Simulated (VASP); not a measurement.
Energy against volume of BP (zinc blende). Computed with PBE GGA with D4 dispersion, VASP's PBE PAW potentials (set 64) (plane waves; VASP). Run with 520 eV cut-off, 10×10×10 Γ-centred mesh, Gaussian smearing of 0.050 eV, potentials B P.

| V (Å³/atom) | E (eV/atom) |
|---|---|
| 11.062 | -6.81615 |
| 11.404 | -6.82205 |
| 11.746 | -6.81701 |
| 12.089 | -6.80248 |

Q: Fit these four points and predict the energy of the run at 10.720 Å³/atom.

A: A cubic in V^(−2/3), the third-order Birch-Murnaghan form, passes through the four points with V0 = 11.41 Å³/atom and B0 = 170 GPa, and gives -6.7976 eV/atom there. The run gave -6.7976 eV/atom, -0.0 meV/atom from the fit; all five points give B0 = 170 GPa.

The compound is BP in the zinc blende structure. It was relaxed first.
